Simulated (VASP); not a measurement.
Runs of VASP 6.6.1 on CaZr. All rows change the cell; the cell of one of them follows. Symmetry: Pm-3m, No. 221, cubic system. The conventional cell has a = 3.867 Å, b = 3.867 Å, c = 3.867 Å, α = 90.00°, β = 90.00°, γ = 90.00°. Ca (site symmetry m-3m) has 8 Zr at 3.35 Å as nearest neighbours. Zr (site symmetry m-3m) has 8 Ca at 3.35 Å as nearest neighbours. The cell was built by a generator and needn't be a form met in nature.

```tsv
task	cell	k mesh	cutoff (eV)	gap on the mesh (eV)	pressure (GPa)	relaxed volume (Å³/atom)
single point	species swapped into the TaTc type (Pm-3m, No. 221)	14 × 14 × 14	520	none	0.0	-
single point	species swapped into the TaTc type (Pm-3m, No. 221)	6 × 6 × 6	520	none	0.4	-
relaxation of cell and atoms	relaxed from: species swapped into the TaTc type (Pm-3m, No. 221)	6 × 6 × 6	600	none	0.0	(a)
relaxation of cell and atoms	relaxed from: species swapped into the TaTc type (Pm-3m, No. 221)	14 × 14 × 14	600	none	0.0	28.97
```

Alike in all rows: level PBE; potentials or basis VASP PAW PBE potentials, release 64 (Ca_sv, Zr_sv); no spin polarisation; smearing gaussian 0.1 eV.

Task: Fill in the values left out.

Result: (a) 29.01.

Caveats: the volume moved by over 15 % at a fixed basis, so the end points are rough (some runs).

A k mesh can miss the band edges, and the runs leave out spin-orbit coupling on Zr.

A gap of «none» marks a metal or a gap under the smearing width.
